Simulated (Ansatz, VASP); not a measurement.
**CoSi2 in two plane-wave programs**

Aim: how closely do two programs agree when they are given the same cell, functional and k mesh? The cell is a member of a volume series, scaled by 0.98 from a relaxed one, so a pressure remains.

Main program and level: Ansatz 0.2.0; plane waves, with VASP 6.6.1 beside it; single point at LDA.

## Step 1: Set-up

The structure is cubic, space group Fm-3m (No. 225). Conventional cell: a = 5.240 Å, b = 5.240 Å, c = 5.240 Å, α = 90.00°, β = 90.00°, γ = 90.00°. Co has 8 Si at 2.27 Å nearest. Nearest to Si lie 4 Co at 2.27 Å. Farther neighbours are not listed.

Structure file:

```cif
data_structure
_symmetry_space_group_name_H-M 'P 1'
_symmetry_Int_Tables_number 1
_cell_length_a 3.7053
_cell_length_b 3.7053
_cell_length_c 3.7053
_cell_angle_alpha 60.000
_cell_angle_beta 60.000
_cell_angle_gamma 60.000
_cell_volume 35.97
loop_
_atom_site_label
_atom_site_type_symbol
_atom_site_fract_x
_atom_site_fract_y
_atom_site_fract_z
_atom_site_occupancy
Co1 Co 0.00000 0.00000 0.00000 1
Si2 Si 0.25000 0.25000 0.25000 1
Si3 Si 0.75000 0.75000 0.75000 1
```

## Step 2: Ansatz: single point, LDA, volume scaled by 0.98

Ansatz runs on its default PAW (the set named soft_2) files.

With cell and atoms fixed, the geometry can't cause a difference; cores, projectors, grids and the points listed under the comparison can.

Contents of input.yaml:

```yaml
crystal:
  lattice:
    - [0.0, 2.62004363, 2.62004363]
    - [2.62004363, 0.0, 2.62004363]
    - [2.62004363, 2.62004363, 0.0]
  atoms:
    - { symbol: Co, position: [0.0, 0.0, 0.0] }
    - { symbol: Si, position: [0.25, 0.25, 0.25] }
    - { symbol: Si, position: [0.75, 0.75, 0.75] }
hamiltonian:
  xc: lda
  pseudopotentials: { kind: paw }
magnetization:
  spin_polarized: true
kpoints:
  mp_grid: { grid: [12, 12, 12] }
scf:
  occupations: { method: gaussian, width: 0.05 }
  n_extra_bands: 6
output:
  forces: true
  stress: true
  eigenvalues: true
```

On the command line:

```
> ansatz run input.yaml --threads 2 --pin off --max-ram 4608MiB --backend cpu --events-out ev --progress --plain --runs-dir out
```

Numbers of over 12 decimals in the logs are rounded to 6 here.

Output:

```text
scf.n_extra_bands = 6 over 13 filled bands (N_el = 25.0): the run solves 19 bands
Engine: ansatz 0.2.0, aarch64-unknown-linux-gnu
Pseudopotentials: kind: paw
Pseudopotential: Co, paw, valence charge 17, recommended cutoff 420 eV (normal), Co.paw.azcp
Pseudopotential: Si, paw, valence charge 4, recommended cutoff 420 eV (normal), Si.paw.azcp
Functional definition: SPW92
  exchange = slater_x
  correlation = pw_c
Crystal: 3 atoms, lattice volume = 35.971 Å³
Basis set: ecut = 420 eV, 725 PW (Γ)
Bands: 19, of which v1, the nominal top of the filled ones, is band 13 counted from 1 (12 counted from 0)
Symmetry: 48 space group operations
Space group: Fm-3m (ITA 225), of the structure as read, at distance tolerance 3.3e-5 Å
k-points: 72 of 1728
Non-local potential: Co, projectors of the file, l = 0: 3, l = 1: 2, l = 2: 3, l = 3: 1
Non-local potential: Si, projectors of the file, l = 0: 2, l = 1: 2, l = 2: 2
PAW form: soft (Blöchl's): semilocal exchange-correlation on the pseudo side does not see the compensation charge
PAW frozen core: Co, regenerated for the run's functional, and the local potential with it (the file was generated under x = pbe(κ = 0.804, μ = 0.219515), c = pbe(β = 0.066725))
PAW frozen core: Si, regenerated for the run's functional, and the local potential with it (the file was generated under x = pbe(κ = 0.804, μ = 0.219515), c = pbe(β = 0.066725))
PAW one-centre angular grid: Co, 590 points (default); XC on 64 Gauss nodes
PAW one-centre angular grid: Si, 110 points (default); XC on 64 Gauss nodes
Initial density: superposition of atomic densities (chi_scale 0.1, normalization cell, long waves kept (reshape's long-wave potential 0.00 eV rms))
Initial wavefunctions: pseudopotential atomic-orbital guess
Functional: x = slater, c = lda
SCF iter   1: F=—  HF=-6283.245638 eV  |F-HF|=—  |Δ(HF+E_count)|=         —  Δρ=6.43e-2 (↑6.43e-2 ↓6.43e-2)  dr2=7.27e0  dr2_m=0.00e0  M=0.000 μB ∫|m|=0.000 μB  β_m=0.30  ethr=3.10e-3  ⟨swp⟩=5.8  Hψ=7041  notcnv=0  defer=2
preconditioner: auto → none  [insulator: Δε(μ)=0.061 eV  Ē_g=10.653 eV  σ=0.050 eV  W_gap=0.60  n_scr=14 (ndim 8)  ℏωp=25.5 eV  f_vac=0.000  D(μ)=0.72/eV (n_scr^D=0)  ε∞_Penn≈6.7]
SCF iter   2: F=—  HF=-6283.686613 eV  |F-HF|=—  |Δ(HF+E_count)|=   4.41e-1  Δρ=1.32e-1 (↑1.32e-1 ↓1.32e-1)  dr2=1.53e1  dr2_m=0.00e0  M=0.000 μB ∫|m|=0.000 μB  β_m=0.22  ethr=3.10e-3  ⟨swp⟩=3.0  Hψ=3505  notcnv=0  defer=134  recentre
preconditioner: auto → Kerker (q_TF=auto, 2.568 Å⁻¹)  [metal: Δε(μ)=0.042 eV  Ē_g=9.835 eV  σ=0.050 eV  W_gap=0.45  n_scr=14 (ndim 8)  ℏωp=25.5 eV  f_vac=0.000  D(μ)=0.84/eV (n_scr^D=0)]
spin=Collinear: Kerker preconditioning applied to the charge; magnetization (m = ρ↑ − ρ↓) channel mixes plain (no charge-response kernel on spin).
SCF iter   3: F=—  HF=-6281.359443 eV  |F-HF|=—  |Δ(HF+E_count)|=    2.33e0  Δρ=4.73e-2 (↑4.68e-2 ↓4.73e-2)  dr2=7.67e-1  dr2_m=6.01e-1  M=1.179 μB ∫|m|=1.179 μB  ethr=3.10e-3  ⟨swp⟩=2.5  Hψ=3227  notcnv=0  defer=137
Mixer restart at iter 3: flushing history
SCF iter   4: F=—  HF=-6282.154731 eV  |F-HF|=—  |Δ(HF+E_count)|=         —  Δρ=4.09e-2 (↑3.76e-2 ↓4.09e-2)  dr2=9.03e-1  dr2_m=3.64e-1  M=0.173 μB ∫|m|=0.179 μB  β_m=0.22  ethr=3.07e-3  ⟨swp⟩=2.7  Hψ=6361  notcnv=0  defer=110
SCF iter   5: F=—  HF=-6282.091313 eV  |F-HF|=—  |Δ(HF+E_count)|=   6.34e-2  Δρ=3.46e-2 (↑3.46e-2 ↓3.16e-2)  dr2=5.97e-1  dr2_m=2.53e-1  M=0.130 μB ∫|m|=0.135 μB  β_m=0.61  ethr=3.07e-3  ⟨swp⟩=1.0  Hψ=3209  notcnv=0  defer=115
SCF iter   6: F=—  HF=-6282.047476 eV  |F-HF|=—  |Δ(HF+E_count)|=   4.38e-2  Δρ=3.53e-2 (↑2.97e-2 ↓3.53e-2)  dr2=1.08e0  dr2_m=2.68e-3  M=0.005 μB ∫|m|=0.022 μB  β_m=0.43  ethr=2.39e-3  ⟨swp⟩=2.5  Hψ=4977  notcnv=0  defer=131
Mixer restart at iter 6: flushing history
SCF iter   7: F=—  HF=-6281.916606 eV  |F-HF|=—  |Δ(HF+E_count)|=         —  Δρ=4.43e-3 (↑4.43e-3 ↓4.43e-3)  dr2=2.37e-2  dr2_m=0.00e0  M=0.000 μB ∫|m|=0.000 μB  β_m=0.43  ethr=2.39e-3  ⟨swp⟩=5.6  Hψ=5172  notcnv=0  defer=56
SCF iter   8: F=—  HF=-6281.917462 eV  |F-HF|=—  |Δ(HF+E_count)|=   8.57e-4  Δρ=2.86e-3 (↑2.86e-3 ↓2.86e-3)  dr2=1.11e-2  dr2_m=0.00e0  M=0.000 μB ∫|m|=0.000 μB  β_m=0.43  ethr=9.50e-5  ⟨swp⟩=2.2  Hψ=2532  notcnv=0  defer=132
SCF iter   9: F=—  HF=-6281.917007 eV  |F-HF|=—  |Δ(HF+E_count)|=   4.56e-4  Δρ=3.56e-3 (↑3.56e-3 ↓3.56e-3)  dr2=1.40e-2  dr2_m=0.00e0  M=0.000 μB ∫|m|=0.000 μB  β_m=0.22  ethr=4.42e-5  ⟨swp⟩=2.2  Hψ=1987  notcnv=0  defer=132
SCF iter  10: F=—  HF=-6281.916118 eV  |F-HF|=—  |Δ(HF+E_count)|=   8.89e-4  Δρ=9.13e-4 (↑9.13e-4 ↓9.13e-4)  dr2=1.83e-3  dr2_m=0.00e0  M=0.000 μB ∫|m|=0.000 μB  β_m=0.56  ethr=4.42e-5  ⟨swp⟩=2.4  Hψ=1800  notcnv=0  defer=132
SCF iter  11: F=—  HF=-6281.915880 eV  |F-HF|=—  |Δ(HF+E_count)|=   2.38e-4  Δρ=8.25e-4 (↑8.25e-4 ↓8.25e-4)  dr2=7.79e-4  dr2_m=0.00e0  M=0.000 μB ∫|m|=0.000 μB  β_m=0.78  ethr=7.32e-6  ⟨swp⟩=2.0  Hψ=1763  notcnv=0  defer=132
SCF iter  12: F=—  HF=-6281.915828 eV  |F-HF|=—  |Δ(HF+E_count)|=   5.18e-5  Δρ=4.25e-4 (↑4.25e-4 ↓4.25e-4)  dr2=2.04e-4  dr2_m=0.00e0  M=0.000 μB ∫|m|=0.000 μB  β_m=0.75  ethr=3.12e-6  ⟨swp⟩=1.0  Hψ=1232  notcnv=0  defer=132
SCF iter  13: F=—  HF=-6281.915806 eV  |F-HF|=—  |Δ(HF+E_count)|=   2.18e-5  Δρ=7.11e-5 (↑7.11e-5 ↓7.11e-5)  dr2=3.70e-6  dr2_m=0.00e0  M=0.000 μB ∫|m|=0.000 μB  β_m=0.88  ethr=8.15e-7  ⟨swp⟩=2.0  Hψ=1395  notcnv=0  defer=132
SCF iter  14: F=—  HF=-6281.915807 eV  |F-HF|=—  |Δ(HF+E_count)|=   1.50e-7  Δρ=8.25e-6 (↑8.25e-6 ↓8.25e-6)  dr2=3.63e-8  dr2_m=0.00e0  M=0.000 μB ∫|m|=0.000 μB  β_m=0.94  ethr=4.00e-10  ⟨swp⟩=7.4  Hψ=6812  notcnv=0
iter 15 met the thresholds in force, and the SCF goes on: an eigenvalue changes by 0.57 meV, over its tolerance of 0.50 meV (output.eigenvalues, Limitations)
SCF iter  15: F=-6281.915807 eV  HF=-6281.915807 eV  |F-HF|=8.89e-9  |Δ(HF+E_count)|=   4.10e-9  Δρ=3.38e-6 (↑3.38e-6 ↓3.38e-6)  dr2=1.05e-8  dr2_m=0.00e0  M=0.000 μB ∫|m|=0.000 μB  β_m=0.97  ethr=1.45e-10  ⟨swp⟩=1.9  Hψ=3957  notcnv=0
SCF iter  16: F=-6281.915807 eV  HF=-6281.915807 eV  |F-HF|=2.84e-10  |Δ(HF+E_count)|=  9.93e-10  Δρ=5.73e-7 (↑5.73e-7 ↓5.73e-7)  dr2=3.50e-10  dr2_m=0.00e0  M=0.000 μB ∫|m|=0.000 μB  ethr=4.21e-11  ⟨swp⟩=2.0  Hψ=3593  notcnv=0
SCF 1 converged in 16 iterations: F = -6281.915807 eV  dr2 = 3.50e-10
  greatest PAW one-centre occupation: 1.001 electrons in one spin orbital (limit 2), on the Co atom at site 0 (counted from 0), in its partial waves of l = 1
SCF converged after 16 iterations
an eigenvalue changed by more than its tolerance at an iteration that met the thresholds in force, so the SCF went on 1 time: the last check found none over its tolerance
Magnetization: 0.0000 μB (12.5000 up, 12.5000 down)
Absolute magnetization: 0.0000 μB (∫|ρ↑−ρ↓|)
Spin contamination: 0.0000 ħ² per cell (⟨S²⟩ above its minimum at these occupations)
Per-site moments (μB) at R_I (Å): [(0.0, 0.935973), (0.0, 0.935973), (0.0, 0.935973)]
Free energy (F): -6281.915807 eV
Harris-Foulkes:  -6281.915807 eV  (|F-HF|=2.84e-10)
Internal energy: -6281.914663 eV  (E = F + TS)
E sigma→0 (E₀):  -6281.915235 eV
Entropy (-TS):   -0.001143 eV (-0.381 meV/atom)
Fermi energy:    13.692152 eV
--- Per-component energies (eV) ---
  E_band       = -264.525894
  E_kinetic    = 553.773614
  E_local      = -4030.708750  (includes V_loc(G=0)·N_el)
  E_nonlocal   = 510.532787
  E_hartree    = 1755.121882
  E_xc         = -274.363591
  E_vxc        = -308.331471  (∫ρ·V_xc dr)
  E_paw        = -2427.085365  (= ΣΔE_a)
  E_vpaw       = -500.034386  (= ΣTr[D̂ρ^β])
  E_aug_tail   = 0.000095  (compensation charges beyond the density's cutoff)
  E_ewald      = -2369.772246
  E_core_change = 0.586912  (= ΣΔE_core)
  E_smearing   = -0.001143  (= −TS)
  E_closure    = -0.000000  (closes the sum)
  Σ components = -6281.915807   (vs F -6281.915807, Δ=0.00e0)
--- Forces (eV/Å), atoms counted from 1 ---
  atom   1  Co    -0.00000000     0.00000000     0.00000000
  atom   2  Si     0.00000000    -0.00000000     0.00000000
  atom   3  Si     0.00000000    -0.00000000     0.00000000
  max |Σ_I F_I| component: 4.63e-17 eV/Å
--- Stress (GPa, compression-positive) ---
        4.063376       0.000000      -0.000000
        0.000000       4.063376       0.000000
        0.000000      -0.000000       4.063376
  P = ⅓ Tr σ = 4.0634 GPa (40.634 kbar)
--- Band table (eV; the first three rows and the last of 144) ---
  k-point 0 ↑: bands = [... 9 lower, 11.5655, 15.0175, 17.1721, 17.1721, 17.1721, 17.4046, 17.4046, 17.4046, ... 2 higher]
  k-point 1 ↑: bands = [... 9 lower, 11.5313, 14.9818, 15.8659, 16.5023, 16.5023, 18.1253, 18.1253, 18.8975, ... 2 higher]
  k-point 2 ↑: bands = [... 9 lower, 11.4575, 13.8972, 15.7460, 15.7460, 15.9200, 18.3095, 18.3095, 18.9699, ... 2 higher]
  k-point 71 ↓: bands = [... 9 lower, 11.1891, 11.5180, 12.0796, 12.9564, 17.6269, 17.6269, 19.5880, 20.5446, ... 2 higher]
```

Elapsed: 4.2 s, on 2 threads of Arm Neoverse V1, shared host; peak memory 0.37 GiB.

The run ends at a pressure of 4.06 GPa.

## Step 3: VASP: single point, LDA, volume scaled by 0.98

The same cell, functional (in two slightly different forms), mesh and smearing now go to VASP, with its own data sets and cutoff.

Lines of VASP's logs that name or quote its potential files are left out, and so is its time.

The input asks for a relaxation, which ended at its first step since no free force or stress exceeded the threshold; so it serves as a single point.

Contents of INCAR:

```
SYSTEM = CoSi2
PREC = Accurate
ENCUT = 500
EDIFF = 1E-07
NELM = 100
ISMEAR = 0
SIGMA = 0.05
LREAL = .FALSE.
ALGO = Normal
GGA = CA
NBANDS = 16
ISPIN = 2
MAGMOM = 0 0 0
LASPH = .TRUE.
LMAXMIX = 4
LORBIT = 11
LWAVE = .FALSE.
LCHARG = .FALSE.
KPAR = 4
IBRION = 2
NSW = 50
ISIF = 4
EDIFFG = -0.003
```

Contents of POSCAR:

```
CoSi2
1.0
    0.0000000000      2.6200436300      2.6200436300
    2.6200436300      0.0000000000      2.6200436300
    2.6200436300      2.6200436300      0.0000000000
Co Si
1 2
Direct
    0.0000000000      0.0000000000      0.0000000000
    0.2500000000      0.2500000000      0.2500000000
    0.7500000000      0.7500000000      0.7500000000
```

Contents of KPOINTS:

```
Automatic mesh
0
Gamma
12 12 12
0 0 0
```

The projector-augmented-wave data sets are Co and Si (LDA family, release 64).

On the command line:

```
> mpirun -np 4 vasp_std
```

Output:

```text
[banner, memory and clock lines left out]
running    4 mpi-ranks, on    1 nodes
 distrk:  each k-point on    1 cores,    4 groups
 distr:  one band on    1 cores,    1 groups

 POSCAR found type information on POSCAR CoSi
 POSCAR found :  2 types and       3 ions
 LDA part: xc-table for (Slater(with rela. corr.)+CA(PZ))
 , standard interpolation
 POSCAR, INCAR and KPOINTS ok, starting setup
 FFT: planning ... GRIDC
 FFT: planning ... GRID_SOFT
 FFT: planning ... GRID
 WAVECAR not read
 entering main loop
       N       E                     dE             d eps       ncg     rms          rms(c)
DAV:   1     0.583296897844E+02    0.58330E+02   -0.66348E+03  4648   0.996E+02
DAV:   2    -0.201535775775E+02   -0.78483E+02   -0.69555E+02  5160   0.203E+02
DAV:   3    -0.232835000221E+02   -0.31299E+01   -0.30836E+01  5960   0.450E+01
DAV:   4    -0.233410045830E+02   -0.57505E-01   -0.57474E-01  5528   0.589E+00
DAV:   5    -0.233427735357E+02   -0.17690E-02   -0.17688E-02  6024   0.104E+00    0.151E+01
DAV:   6    -0.258263196731E+02   -0.24835E+01   -0.20108E+01  4984   0.965E+01    0.154E+01
DAV:   7    -0.220023318617E+02    0.38240E+01   -0.94050E+00  5840   0.764E+01    0.394E+00
DAV:   8    -0.219506513862E+02    0.51680E-01   -0.53960E-01  5000   0.428E+00    0.177E+00
DAV:   9    -0.219212453745E+02    0.29406E-01   -0.82133E-02  5976   0.567E+00    0.509E-01
DAV:  10    -0.219213403326E+02   -0.94958E-04   -0.77423E-03  6288   0.146E+00    0.228E-01
DAV:  11    -0.219209248846E+02    0.41545E-03   -0.13879E-03  5704   0.739E-01    0.307E-02
DAV:  12    -0.219209302356E+02   -0.53510E-05   -0.72338E-05  5448   0.582E-02    0.179E-02
DAV:  13    -0.219209286031E+02    0.16325E-05   -0.53062E-06  7144   0.349E-02    0.595E-03
DAV:  14    -0.219209287031E+02   -0.99996E-07   -0.70634E-07  6472   0.103E-02
   1 F= -.21920929E+02 E0= -.21920355E+02  d E =-.219209E+02  mag=     0.0000
 curvature:   0.00 expect dE= 0.000E+00 dE for cont linesearch  0.000E+00
 trial: gam= 0.00000 g(F)=  0.777E-45 g(S)=  0.836E-33 ort = 0.000E+00 (trialstep = 0.100E+01)
 search vector abs. value=  0.100E-09
 reached required accuracy - stopping structural energy minimisation
```

OUTCAR, selected parts (step 3):

```text
ion  position               nearest neighbor table
   1  0.000  0.000  0.000-   2 2.27   3 2.27   3 2.27   3 2.27   3 2.27   2 2.27   2 2.27   2 2.27

  LATTYP: Found a face centered cubic cell.
 ALAT       =     5.2400872600

 Subroutine GETGRP returns: Found 48 space group operations
 (whereof 48 operations were pure point group operations)

The static configuration has the point symmetry O_h .

 Found     72 irreducible k-points:

   k-points           NKPTS =     72   k-points in BZ     NKDIM =     72   number of bands    NBANDS=     16

   dimension x,y,z NGX =    28 NGY =   28 NGZ =   28
   dimension x,y,z NGXF=    56 NGYF=   56 NGZF=   56

   ENCUT  =  500.0 eV  36.75 Ry    6.06 a.u.   6.76  6.76  6.76*2*pi/ulx,y,z

   NELECT =      17.0000    total number of electrons

 k-points in reciprocal lattice and weights: Automatic mesh
   0.00000000  0.00000000  0.00000000       0.001
   0.08333333  0.00000000  0.00000000       0.005
   0.16666667  0.00000000  0.00000000       0.005
   0.25000000  0.00000000  0.00000000       0.005
   0.33333333  0.00000000  0.00000000       0.005
   0.41666667  0.00000000  0.00000000       0.005
   0.50000000  0.00000000  0.00000000       0.002
   0.08333333  0.08333333  0.00000000       0.003
   0.16666667  0.08333333  0.00000000       0.014
[...]
-0.33333333  0.50000000  0.16666667       0.007
  -0.25000000  0.50000000  0.25000000       0.003

 average (electrostatic) potential at core
       1 -77.2432       2 -80.0467       3 -80.0467

 E-fermi :  10.8993

 spin component 1
 k-point     1 :       0.0000    0.0000    0.0000
  band No.  band energies     occupation
    ...
      2       6.5139      1.00000
      3       6.5139      1.00000
      4       6.5139      1.00000
      5       8.7711      1.00000
      6       8.7711      1.00000
      7      12.2474      0.00000
      8      14.3961      0.00000
      9      14.3961      0.00000
     10      14.3961      0.00000
     11      14.5906      0.00000
    ...

 k-point     2 :       0.0833    0.0000    0.0000
  band No.  band energies     occupation
    ...
      2       6.2755      1.00000
      3       6.5537      1.00000
      4       6.5537      1.00000
      5       8.7372      1.00000
      6       8.7372      1.00000
      7      12.1995      0.00000
      8      13.0836      0.00000
      9      13.7098      0.00000
     10      13.7098      0.00000
     11      15.3294      0.00000
    ...

 k-point     3 :       0.1667    0.0000    0.0000
  band No.  band energies     occupation
    ...
      2       5.6215      1.00000
      3       6.6622      1.00000
      4       6.6622      1.00000
      5       8.6638      1.00000
      6       8.6638      1.00000
      7      11.1030      0.00000
      8      12.9537      0.00000
      9      12.9537      0.00000
     10      13.1463      0.00000
     11      15.5098      0.00000
    ...

 k-point     4 :       0.2500    0.0000    0.0000
  band No.  band energies     occupation
    ...
      3       6.8047      1.00000
      4       6.8047      1.00000
      5       8.6249      1.00000
      6       8.6249      1.00000
      7       9.9529      1.00000
      8      12.1719      0.00000
      9      12.1719      0.00000
     10      13.5801      0.00000
     11      15.0542      0.00000
     12      15.0542      0.00000
    ...

 k-point     5 :       0.3333    0.0000    0.0000
  band No.  band energies     occupation
    ...
      3       6.9270      1.00000
      4       6.9270      1.00000
      5       8.7049      1.00000
      6       8.7049      1.00000
      7       9.1467      1.00000
      8      11.3999      0.00000
      9      11.3999      0.00000
     10      13.7972      0.00000
     11      14.7471      0.00000
     12      14.7471      0.00000
    ...

 k-point     6 :       0.4167    0.0000    0.0000
  band No.  band energies     occupation
    ...
      5       8.6873      1.00000
      6       8.9189      1.00000
      7       8.9189      1.00000
      8      10.7425      1.00000
      9      10.7425      1.00000
     10      13.7909      0.00000
     11      14.5863      0.00000
     12      14.5863      0.00000
     13      15.7368      0.00000
     14      20.6076      0.00000
    ...

  Total        0.9614594      0.9614594      0.9614594     -0.0000000     -0.0000000      0.0000000
  in kB       42.8238746     42.8238746     42.8238746     -0.0000000     -0.0000000      0.0000000
  external PRESSURE =      42.8238746 kB  Pullay stress =       0.0000000 kB

  energy-cutoff  :      500.00
  volume of cell :       35.97
      direct lattice vectors                 reciprocal lattice vectors
     0.000000000  2.620043630  2.620043630    -0.190836517  0.190836517  0.190836517
     2.620043630  0.000000000  2.620043630     0.190836517 -0.190836517  0.190836517
     2.620043630  2.620043630  0.000000000     0.190836517  0.190836517 -0.190836517

 POSITION                                       TOTAL-FORCE (eV/Angst)
 -----------------------------------------------------------------------------------
      0.00000      0.00000      0.00000         0.000000      0.000000      0.000000
      1.31002      1.31002      1.31002         0.000000      0.000000      0.000000
      3.93007      3.93007      3.93007        -0.000000     -0.000000     -0.000000
 -----------------------------------------------------------------------------------
    total drift:                               -0.000000     -0.000000      0.000000

  FREE ENERGIE OF THE ION-ELECTRON SYSTEM (eV)
  ---------------------------------------------------
  free  energy   TOTEN  =       -21.9209287031 eV

  energy  without entropy=      -21.9197820293  energy(sigma->0) =      -21.92035537

 reached required accuracy - stopping structural energy minimisation

 total charge
# of ion       s       p       d       tot
------------------------------------------
    1        0.580   0.798   7.690   9.067
    2        0.723   0.923   0.000   1.646
    3        0.723   0.923   0.000   1.646
--------------------------------------------------
tot          2.026   2.644   7.690  12.360

 magnetization (x)
# of ion       s       p       d       tot
------------------------------------------
    1        0.000   0.000   0.000   0.000
    2       -0.000  -0.000   0.000  -0.000
    3       -0.000  -0.000   0.000  -0.000
--------------------------------------------------
tot         -0.000  -0.000   0.000   0.000

[... 1 further part left out ...]
```

CONTCAR:

```
CoSi2
   1.00000000000000
     0.0000000000000000    2.6200436300000001    2.6200436300000001
     2.6200436300000001    0.0000000000000000    2.6200436300000001
     2.6200436300000001    2.6200436300000001    0.0000000000000000
  Co              Si
     1     2
Direct
     0.0000000000000000    0.0000000000000000    0.0000000000000000
     0.2500000000000000    0.2500000000000000    0.2500000000000000
     0.7500000000000000    0.7500000000000000    0.7500000000000000
```

This run allows spin, but its moments start at zero, where symmetry between the spins tends to hold them, although Co can carry a moment. Its electron count is odd, so without a moment it is a metal by construction. The run keeps the 48 symmetry operations of its start, so it cannot find a distortion of lower symmetry.

(Part 1 of 2 ends here.)

[Lines on the potential files, build, host, timing and source positions are cut from VASP's logs without a mark.]

[Logs are printed without paths, hosts, clocks, repeated set-up lines and the standing remarks that a program may print on its own settings, such as how far it seeks lower states.]

[Hosts, paths, dates, database ids (printed as entryN), source tags and the programs' standing remarks are cut or masked in the printed files.]
